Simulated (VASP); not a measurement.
Given:

```yaml
crystal:
  lattice:
    - [3.48715, 0.00000, 0.00000]
    - [0.00000, 3.48715, 0.00000]
    - [0.00000, 0.00000, 3.48715]
  atoms:
    - { symbol: Fe, position: [0.00000, 0.00000, 0.00000], spin: 2.9 }
    - { symbol: Ni, position: [0.00000, 0.50000, 0.50000], spin: 0.6 }
    - { symbol: Ni, position: [0.50000, 0.00000, 0.50000], spin: 0.6 }
    - { symbol: Ni, position: [0.50000, 0.50000, 0.00000], spin: 0.6 }
```

Computed with PBE GGA, VASP's PBE PAW potentials (set 64) (plane waves; VASP 6.6.1). Run with 480 eV cut-off, 8×8×8 Γ-centred mesh, first-order Methfessel-Paxton smearing of 0.10 eV, potentials Fe Ni.

Give the stress tensor in GPa (positive for a compressed cell).

```
10.26   0.00   0.00
 0.00  10.26   0.00
 0.00   0.00  10.26
```
The pressure is its mean diagonal, 10.26 GPa.

The compound is Ni3Fe in the L1_2 structure. This cell was strained or had an atom moved on purpose.
